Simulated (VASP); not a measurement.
Computed with PBE GGA with D3 dispersion (zero damping), VASP's PBE PAW potentials (set 64) (plane waves; VASP 6.6.1).

The input files of a VASP run:

INCAR:
```
PREC = Accurate
SYSTEM = MnO2
ISMEAR = 1   ! Methfessel-Paxton
LMAXMIX = 4
LORBIT = 10
SIGMA = 0.1
ISIF = 4
NSW = 30   ! most ionic steps
NELM = 100   ! most electronic steps
LCHARG = .False.
LREAL = .False.   ! projection in real space or not
IVDW = 11   ! D3, zero damping
IBRION = 2   ! conjugate gradients
EDIFFG = -0.01
LASPH = .True.   ! aspherical one-centre terms
ENCUT = 520
EDIFF = 1E-7   ! SCF stop (eV)
LWAVE = .False.
MAGMOM = 2.5 -2.5 -0.0 0.0 0.0 -0.0
ISPIN = 2   ! spin-polarised
ALGO = Normal
GGA = PE
```

**KPOINTS**
```
kpoints
0
G
 7 7 11
```

File POSCAR:
```
MnO2
1
    4.5030154313     0.0000000000     0.0000000000
    0.0000000000     4.5030154313     0.0000000000
    0.0000000000     0.0000000000     2.9257835085
Mn O
2 4
Direct
  0.0000000000   0.0000000000   1.0000000000
  0.5000000000   0.5000000000   0.5000000000
  0.3042097802   0.3042097802   0.0000000000
  0.8042097802   0.1957902198   0.5000000000
  0.1957902198   0.8042097802   0.5000000000
  0.6957902198   0.6957902198   1.0000000000
```

POTCAR, in this order: Mn_pv O (PBE.64 set). Program: vasp_std.

Task: What will the output report for the number of irreducible k-points (NKPTS), largest plane-wave count, number of space-group operations, FFT grid (NGX, NGY, NGZ)?

Result: 
| Item | Value |
|---|---|
| number of irreducible k-points (NKPTS) | 60 |
| largest plane-wave count | 1614 |
| number of space-group operations | 16 |
| FFT grid (NGX, NGY, NGZ) | 36 × 36 × 24 |

The compound is MnO2 in the rutile structure. This cell is one point of a volume scan, at 1.06 of the reference volume. Symmetry was kept, so distortions that lower it aren't found.
